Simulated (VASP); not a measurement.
An input for Ansatz (written as the equivalent of a VASP run, and not itself run):

Ansatz 0.2 input:
```yaml
crystal:
  lattice:
    - [0.0000000, 2.6950000, 2.6950000]
    - [2.6950000, 0.0000000, 2.6950000]
    - [2.6950000, 2.6950000, 0.0000000]
  atoms:
    - { symbol: Cd, position: [0.0000000, 0.0000000, 0.0000000] }
    - { symbol: F, position: [0.2500000, 0.2500000, 0.2500000] }
    - { symbol: F, position: [0.7500000, 0.7500000, 0.7500000] }
kpoints:
  mp_grid: { grid: [7, 7, 7] }
hamiltonian:
  xc: r2scan
  pseudopotentials: { kind: paw }
scf:
  occupations: { method: gaussian, width: 0.05 }
  max_iter: 100
relax:
  max_steps: 60
  f_tol: 0.02
  cell: {}
output: { forces: true, stress: true, eigenvalues: true }
```

### Question
Write the VASP files for the same calculation (r2SCAN).

### Answer
One answer among several that fit: 
POSCAR:
```
CdF2
1
    0.0000000000     2.6950000000     2.6950000000
    2.6950000000     0.0000000000     2.6950000000
    2.6950000000     2.6950000000     0.0000000000
Cd F
1 2
Direct
  0.0000000000   0.0000000000   0.0000000000
  0.2500000000   0.2500000000   0.2500000000
  0.7500000000   0.7500000000   0.7500000000
```

**KPOINTS**
```
Automatic mesh
0
Gamma
7 7 7
0 0 0
```

### INCAR
```
ALGO=Normal
EDIFF=1E-6
EDIFFG=-0.02
ENCUT=520
IBRION=2
ISIF=3
ISMEAR=0
LASPH=.TRUE.
LCHARG=.FALSE.
LMAXMIX=4
LMIXTAU=.TRUE.
LREAL=.FALSE.
LWAVE=.FALSE.
METAGGA=R2SCAN
NELM=100
NSW=60
PREC=Accurate
SIGMA=0.05
SYSTEM=CdF2
```

POTCAR, in this order: Cd F (PBE.64 set). Program: vasp_std.

What does not carry over: each code has its own PAW files, so the cut-off isn't converted (ENCUT is set for VASP's; basis.ecutwfc is left out, and Ansatz then takes the one that its files recommend); Ansatz stops its SCF on the density residual and VASP on the energy change (EDIFF).

The compound is CdF2 in the fluorite structure. This run relaxes it. Symmetry was kept, so distortions that lower it aren't found.
